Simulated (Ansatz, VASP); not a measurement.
# Cross-check of TaTeS (1T-TaSTe monolayer) between VASP and Ansatz

Wanted: the spread between two codes on one cell, functional and k mesh. The structure shown is the start of the Ansatz relaxation below; VASP solves that cell, so the two are compared at the walk's first step.

Main program and level: Ansatz 0.2.0; plane waves, with VASP 6.6.1 beside it; single point at PBE with D4.

### 1. Starting point

The cell holds 3 atoms: 1 Te, 1 Ta and 1 S. Cell: a = 3.763 Å, b = 3.763 Å, c = 37.795 Å, α = 90.0°, β = 90.0°, γ = 120.0°. Vacuum lies along c.

### 2. Ansatz: relaxation, PBE with D4

Ansatz runs on its default PAW (the set named soft_2) files.

The two programs are compared at the cell with which this relaxation starts, whose forces are those of its first step.

Input file input.yaml:

```yaml
crystal:
  lattice:
    - [3.762645, 0.0, 0.0]
    - [-1.8813225, 3.2585461554, 0.0]
    - [0.0, 0.0, 37.7947247295]
  atoms:
    - { symbol: Te, position: [0.6666666667, 0.3333333333, 0.4550899662] }
    - { symbol: Ta, position: [0.0, 0.0, 0.5071116983], spin: 1.0 }
    - { symbol: S, position: [0.3333333333, 0.6666666667, 0.5449100338] }
  periodic: [true, true, false]
magnetization:
  spin_polarized: true
kpoints:
  mp_grid: { grid: [12, 12, 1] }
hamiltonian:
  xc: pbe
  dispersion: d4
scf:
  occupations: { method: fermi_dirac, width: 0.05 }
  convergence: { dr2_threshold: 1.0e-09 }
relax:
  f_tol: 0.004
  max_steps: 90
  cell: {}
output:
  write_potential: true
  write_density: true
  volumetric_format: npy
```

The run is started by

```console
> ansatz run input.yaml --threads 2 --pin off --max-ram 3072MiB --backend cpu --events-out ev --progress --plain --runs-dir out
```

Numbers of over 12 decimals in the logs are rounded to 6 here.

Output:

```text
Warning: relax.cell: scf.convergence.dr2_threshold = 1e-9 eV is looser than the 1.672066973e-10 eV advised for a relaxation that steers and ends on the stress (1e-10 eV for each atom of the cell: 3, times the square of relax.cell.stress_2d_tol = 0.05 N/m over 13.4 Å (the atoms' height at the walk's start and 5 Å past either face), 3.733e-2 GPa, over a crystal's default 0.05). What an SCF threshold leaves in a stress goes as its square root, and in the free energy as the threshold itself, and one threshold admits the most on a small cell: [figures from the program's tests cut] Set scf.convergence.dr2_threshold to 1.672066973e-10 eV or tighter. [rest of the remark cut]
Engine: ansatz 0.2.0, aarch64-unknown-linux-gnu
Pseudopotentials: kind: paw
Pseudopotential: Te, paw, valence charge 16, recommended cutoff 420 eV (normal), Te.paw.azcp
Pseudopotential: Ta, paw, valence charge 13, recommended cutoff 420 eV (normal), Ta.paw.azcp
Pseudopotential: S, paw, valence charge 6, recommended cutoff 420 eV (normal), S.paw.azcp
Functional definition: PBE
  parameter kappa = 0.804
  parameter beta = 0.066725
  exchange = pbe_x(kappa = kappa, mu = beta*pi^2/3)
  correlation = pbe_c(beta = beta)
Crystal: 3 atoms, lattice volume = 463.392 Å³
Basis set: ecut = 420 eV, 9091 PW (Γ), exchange–correlation on 54×54×512 points (8 copies of the dense FFT grid, shifted against one another)
Bands: 22, of which v1, the nominal top of the filled ones, is band 18 counted from 1 (17 counted from 0)
Symmetry: 6 space group operations
Space group: P3m1 (ITA 156), of the structure as read, at distance tolerance 7.7e-5 Å
Magnetic group: BNS 156.49 (UNI 1279), of the structure as read, at distance tolerance 7.7e-5 Å
k-points: 19 of 144 (time reversal used)
Non-local potential: Te, projectors of the file, l = 0: 2, l = 1: 2, l = 2: 2, l = 3: 2
Non-local potential: Ta, projectors of the file, l = 0: 3, l = 1: 2, l = 2: 2, l = 3: 1
Non-local potential: S, projectors of the file, l = 0: 2, l = 1: 2, l = 2: 2
PAW form: soft (Blöchl's): semilocal exchange-correlation on the pseudo side does not see the compensation charge
PAW one-centre angular grid: Te, 590 points (default); XC on 64 Gauss nodes
PAW one-centre angular grid: Ta, 590 points (default); XC on 64 Gauss nodes
PAW one-centre angular grid: S, 110 points (default); XC on 64 Gauss nodes
Initial density: superposition of atomic densities (neutral atoms: chi_scale 0, normalization atom)
Starting moments: Σ|m| = 1 μB on 1 of 3 sites
Initial wavefunctions: pseudopotential atomic-orbital guess
Functional: x = pbe(κ = 0.804, μ = 0.219515), c = pbe(β = 0.066725)
SCF iter   1: F=—  HF=-17816.959606 eV  |F-HF|=—  |Δ(HF+E_count)|=         —  Δρ=8.64e-3 (↑8.64e-3 ↓7.17e-3)  dr2=2.05e0  dr2_m=2.33e-2  M=0.638 μB ∫|m|=0.784 μB  β_m=0.30  ethr=3.10e-3  ⟨swp⟩=15.3  Hψ=6564  notcnv=0
Mixer restart at iter 1: flushing history
preconditioner: auto → LDOS  [metal: Δε(μ)=0.056 eV  Ē_g=7.511 eV  σ=0.050 eV  W_gap=0.27  n_scr=20 (ndim 8)  ℏωp=7.1 eV  f_vac=0.796  D(μ)=1.91/eV (n_scr^D=10)]
spin=Collinear: LDOS preconditioning applied to the charge; magnetization (m = ρ↑ − ρ↓) channel mixes plain (no charge-response kernel on spin).
SCF iter   2: F=—  HF=-17816.647165 eV  |F-HF|=—  |Δ(HF+E_count)|=   3.12e-1  Δρ=6.14e-3 (↑6.14e-3 ↓4.99e-3)  dr2=9.08e-1  dr2_m=1.29e-2  M=0.612 μB ∫|m|=0.754 μB  β_m=0.57  ethr=3.10e-3  ⟨swp⟩=2.1  Hψ=1336  notcnv=0
SCF iter   3: F=—  HF=-17816.528554 eV  |F-HF|=—  |Δ(HF+E_count)|=   1.19e-1  Δρ=1.51e-3 (↑1.51e-3 ↓1.44e-3)  dr2=2.42e-2  dr2_m=1.40e-3  M=0.508 μB ∫|m|=0.651 μB  β_m=0.76  ethr=2.59e-3  ⟨swp⟩=4.2  Hψ=1755  notcnv=0
SCF iter   4: F=—  HF=-17816.548322 eV  |F-HF|=—  |Δ(HF+E_count)|=         —  Δρ=1.69e-3 (↑1.69e-3 ↓1.03e-3)  dr2=1.43e-2  dr2_m=6.79e-3  M=0.323 μB ∫|m|=0.433 μB  β_m=0.76  ethr=6.92e-5  ⟨swp⟩=3.6  Hψ=2371  notcnv=0
SCF iter   5: F=—  HF=-17816.547525 eV  |F-HF|=—  |Δ(HF+E_count)|=   7.97e-4  Δρ=7.53e-4 (↑6.56e-4 ↓7.53e-4)  dr2=3.53e-4  dr2_m=2.08e-3  M=0.260 μB ∫|m|=0.345 μB  β_m=0.88  ethr=4.07e-5  ⟨swp⟩=3.1  Hψ=1687  notcnv=0
SCF iter   6: F=—  HF=-17816.550133 eV  |F-HF|=—  |Δ(HF+E_count)|=   2.61e-3  Δρ=4.89e-4 (↑4.89e-4 ↓3.05e-4)  dr2=1.06e-3  dr2_m=5.78e-4  M=0.173 μB ∫|m|=0.222 μB  β_m=0.82  ethr=1.01e-6  ⟨swp⟩=4.3  Hψ=2158  notcnv=0
[...]
SCF 6 converged in 8 iterations: F = -17817.056705 eV  dr2 = 2.22e-11
relax step   6: F+E_penalty+E_count = -17817.05670490 eV  Δ(F+E_penalty+E_count) = -4.941e-5 eV  max|allowed force component| = 9.910e-4 eV/Å  Δτ_max = 0.0013 Å  P = -0.002 N/m  Ω = 402.408 Å³  energy of the carried Pulay correction = +1.700e-3 eV  fix = [c, alpha, beta]  reactions: c -0.000 N/m  (8 SCF iters, accepted)
Basis set: ecut = 420 eV, 7825 PW (Γ), exchange–correlation on 48×48×512 points (8 copies of the dense FFT grid, shifted against one another)
Initial wavefunctions: pseudopotential atomic-orbital guess (no wavefunctions were taken with the density)
iter 1 solved again at ethr=2.43e-7 eV; its pass at ethr=3.10e-3 eV (dr2=8.49e-5 eV) is discarded
SCF iter   1: F=—  HF=-17817.055468 eV  |F-HF|=—  |Δ(HF+E_count)|=         —  Δρ=2.29e-5 (↑2.29e-5 ↓2.29e-5)  dr2=1.02e-6  dr2_m=3.45e-11  M=0.000 μB ∫|m|=0.000 μB  β_m=0.65  ethr=2.43e-7  ⟨swp⟩=5.8  Hψ=10682  notcnv=0
preconditioner: auto → LDOS  [metal: Δε(μ)=0.064 eV  Ē_g=7.928 eV  σ=0.050 eV  W_gap=0.31  n_scr=18 (ndim 8)  ℏωp=7.6 eV  f_vac=0.802  D(μ)=2.98/eV (n_scr^D=12)]
spin=Collinear: LDOS preconditioning applied to the charge; magnetization (m = ρ↑ − ρ↓) channel mixes plain (no charge-response kernel on spin).
SCF iter   2: F=—  HF=-17817.055550 eV  |F-HF|=—  |Δ(HF+E_count)|=   8.23e-5  Δρ=7.85e-6 (↑7.85e-6 ↓7.85e-6)  dr2=1.65e-7  dr2_m=3.10e-11  M=0.000 μB ∫|m|=0.000 μB  β_m=0.55  ethr=2.90e-9  ⟨swp⟩=3.3  Hψ=1863  notcnv=0
SCF iter   3: F=—  HF=-17817.055550 eV  |F-HF|=—  |Δ(HF+E_count)|=   3.01e-7  Δρ=2.17e-6 (↑2.17e-6 ↓2.16e-6)  dr2=9.57e-9  dr2_m=1.95e-11  M=0.000 μB ∫|m|=0.000 μB  β_m=0.63  ethr=4.71e-10  ⟨swp⟩=3.2  Hψ=1576  notcnv=0
SCF iter   4: F=-17817.055550 eV  HF=-17817.055550 eV  |F-HF|=3.67e-9  |Δ(HF+E_count)|=   4.05e-8  Δρ=3.04e-7 (↑3.04e-7 ↓3.02e-7)  dr2=5.25e-10  dr2_m=4.99e-12  M=0.000 μB ∫|m|=0.000 μB  ethr=2.86e-12  ⟨swp⟩=15.1  Hψ=8422  notcnv=0
the starting moments were not kept: the SCF closed with an absolute magnetisation of 2.5e-5 μB, where they sum to 1 μB in size (1 site). That is at most 0.1 of that sum. Measured as dr2_m measures the in/out step, that magnetisation stands 8.5e-11 eV from none, at or under the dr2_threshold of 1.0e-9 eV: it is no larger than a step whose dr2_m would equal this threshold.
SCF 7 converged in 4 iterations: F = -17817.055550 eV  dr2 = 5.25e-10
relax step   7: F+E_penalty+E_count = -17817.05555023 eV  Δ(F+E_penalty+E_count) = +1.155e-3 eV  max|allowed force component| = 1.470e-3 eV/Å  Δτ_max = 0.0000 Å  P = -0.012 N/m  Ω = 402.408 Å³  fix = [c, alpha, beta]  reactions: c -0.000 N/m  stress off target by 1.19e-2 N/m on what of the cell is left free  SCF on the basis re-selected at this cell (its energy is not comparable with the rows above)  (4 SCF iters)
basis re-selected at this cell: Δ(F+E_penalty+E_count) = +1.155e-3 eV, ΔP = -0.010 N/m vs the last step (what re-selecting the basis moved, of the pressure what is left beyond the Pulay correction that the steps carried, after the strain that the cell walked since its last selection, with what the two solves' SCF thresholds leave and, on support functions, any second-order correction that the steps lacked; it is no measure of the basis error at this ecutwfc). The dense FFT grid was sized anew with the basis: this SCF ran on 24×24×256 points, the steps before it on 27×27×256, so part of this shift can come from that change (see relax.cell in the input reference). [rest of the remark cut]
WARN: The input density's exchange-correlation potential varies sharply where the density is thin. Do not read a vacuum level from v_tot or v_xc, or from such a field of the output density. On a cell that repeats whose density bears no net charge and no dipole along the vacuum's axis use v_es (v_loc + v_h of the components); under efield.dipole_correction with no amplitude use v_es + v_field, which holds any external [...]
SCF converged after 4 iterations
Magnetization: 0.0000 μB (17.5000 up, 17.5000 down)
Absolute magnetization: 0.0000 μB (∫|ρ↑−ρ↓|, with the PAW one-centre terms)
Spin contamination: 0.0000 ħ² per cell (⟨S²⟩ above its minimum at these occupations)
Per-site moments (μB) at R_I (Å): [(-2.1835676204921165e-7, 1.156815), (1.1737652665884435e-5, 1.017033), (1.1295211664137829e-6, 1.017033)]
Free energy (F): -17817.055550 eV
Harris-Foulkes:  -17817.055550 eV  (|F-HF|=3.67e-9)
Internal energy: -17817.032681 eV  (E = F + TS)
E sigma→0 (E₀):  -17817.044116 eV
Entropy (-TS):   -0.022869 eV (-7.623 meV/atom)
Fermi energy:    -4.512189 eV
--- Per-component energies (eV) ---
  E_band       = -971.922069
  E_kinetic    = 653.995382
  E_local      = -83749.303850  (includes V_loc(G=0)·N_el)
  E_nonlocal   = -267.503056
  E_hartree    = 41642.590566
  E_xc         = -440.163092
  E_vxc        = -396.015153  (∫ρ·V_xc dr)
  E_paw        = -13659.468725  (= ΣΔE_a)
  E_vpaw       = -498.276457  (= ΣTr[D̂ρ^β])
  E_aug_tail   = -0.000029  (compensation charges beyond the density's cutoff)
  E_ewald      = 38003.676476
  E_disp       = -0.856353  (pairwise vdW)
  E_smearing   = -0.022869  (= −TS)
  E_closure    = 0.000000  (closes the sum)
  Σ components = -17817.055550   (vs F -17817.055550, Δ=0.00e0)
--- Forces (eV/Å), atoms counted from 1 ---
  atom   1  Te     0.00000000    -0.00000000    -0.00147160
  atom   2  Ta     0.00000000     0.00000000     0.00112025
  atom   3  S      0.00000000     0.00000000     0.00034682
  max |Σ_I F_I| component: 4.53e-6 eV/Å
--- 2D stress c σ (N/m, compression-positive) ---
       -0.011904      -0.000000      -0.000000
       -0.000000      -0.011904       0.000000
       -0.000000       0.000000      -0.000000
  P = ½ c Tr σ = -0.0119 N/m
--- Band table (eV; the first three rows and the last of 38) ---
  k-point 0 ↑: bands = [... 14 lower, -7.4455, -4.4335, -4.4335, -4.1274, -3.9222, -3.9222, -1.2082, -0.4656]
  k-point 1 ↑: bands = [... 14 lower, -7.1805, -5.1950, -4.8295, -4.3129, -3.5226, -3.5138, -1.0515, -0.9609]
  k-point 2 ↑: bands = [... 14 lower, -6.9950, -6.4157, -5.2829, -4.5525, -3.3335, -3.0852, -1.4663, -0.6919]
  k-point 18 ↓: bands = [... 14 lower, -8.1445, -7.9673, -7.6414, -3.5060, -3.2950, -3.2736, -0.8417, -0.2272]
  the weakly bound empty levels are not read free of the cell's end (no_gap_told)
--- Relaxed structure (6 steps of the walk, 6 accepted, 1 SCFs on fresh bases) ---
  F+E_penalty+E_count = -17817.05555023 eV   max|allowed force component| = 1.470e-3 eV/Å   (the final SCF, on the basis selected at the relaxed cell)
  cell:  # Å, volume = 402.4080 Å³
    - [3.506327, -1.8971341765020413e-17, 0]
    - [-1.753164, 3.036568, 0]
    - [0, 0, 37.7947247295]
  atoms:
    - { symbol: Te, position: [0.666667, 0.333333, 0.455725] }
    - { symbol: Ta, position: [0, 0, 0.507075] }
    - { symbol: S, position: [0.333333, 0.666667, 0.544312] }
```

Reading the cycles: dr2 is the Hartree energy of the density residual (eV), the measure of convergence; HF is the Harris–Foulkes estimate of the energy, which meets the free energy F at convergence.

(Part 1 of 2 ends here.)

[Lines on the potential files, build, host, timing and source positions are cut from VASP's logs without a mark.]

[Logs are printed without paths, hosts, clocks, repeated set-up lines and the standing remarks that a program may print on its own settings, such as how far it seeks lower states.]

[Hosts, paths, dates, database ids (printed as entryN), source tags and the programs' standing remarks are cut or masked in the printed files.]
